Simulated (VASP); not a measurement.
Runs of VASP 6.6.1 on LiTiB4. Symmetry: P6/mmm, No. 191, hexagonal system. The conventional cell has a = 3.021 Å, b = 3.021 Å, c = 6.761 Å, α = 90.00°, β = 90.00°, γ = 120.00°. Around Li (site symmetry 6/mmm) lie 12 B at 2.51 Å. Ti (site symmetry 6/mmm) is surrounded by 12 B at 2.35 Å. Around B (site symmetry 3m) lie 3 B at 1.74 Å. The cell was built by a generator and needn't be a form met in nature.

```tsv
level	potentials or basis	gap on the mesh (eV)	pressure (GPa)	relaxed volume (Å³/atom)	largest force (eV/Å)
PW91	VASP PAW PBE potentials, release 64 (Li_sv, Ti_sv, B)	none	-0.1	8.91	0.01
PBEsol	VASP PAW PBE potentials, release 64 (Li_sv, Ti_sv, B)	none	-0.1	8.72	-
AM05	VASP PAW PBE potentials, release 64 (Li_sv, Ti_sv, B)	none	0.1	(a)	-
optB88-vdW	VASP PAW PBE potentials, release 64 (Li_sv, Ti_sv, B)	none	0.1	(c)	0.01
LDA	VASP PAW LDA potentials, release 64 (Li_sv, Ti_sv, B)	none	0.0	(b)	-
RPBE	VASP PAW PBE potentials, release 64 (Li_sv, Ti_sv, B)	none	0.0	9.07	0.01
BLYP	VASP PAW PBE potentials, release 64 (Li_sv, Ti_sv, B)	none	-0.1	9.13	0.01
revPBE	VASP PAW PBE potentials, release 64 (Li_sv, Ti_sv, B)	none	-0.1	9.05	-
PBE	VASP PAW PBE potentials, release 64 (Li_sv, Ti_sv, B)	none	0.0	8.88	-
```

Alike in all rows: task relaxation of cell and atoms; no spin polarisation; cell relaxed; k mesh 7 × 7 × 3; cutoff (eV) 600; smearing fermi-dirac 0.05 eV.

Fill in the values left out.

(a) 8.69; (b) 8.45; (c) 8.86.

Caveats: the cutoff is under 1.25 times the usual one of these potentials, so pressure, stress and relaxed cells hold a basis-set (Pulay) error; the PAW data sets were made with another functional, which shifts forces and pressure a little (some runs).

A gap of «none» marks a metal or a gap under the smearing width.
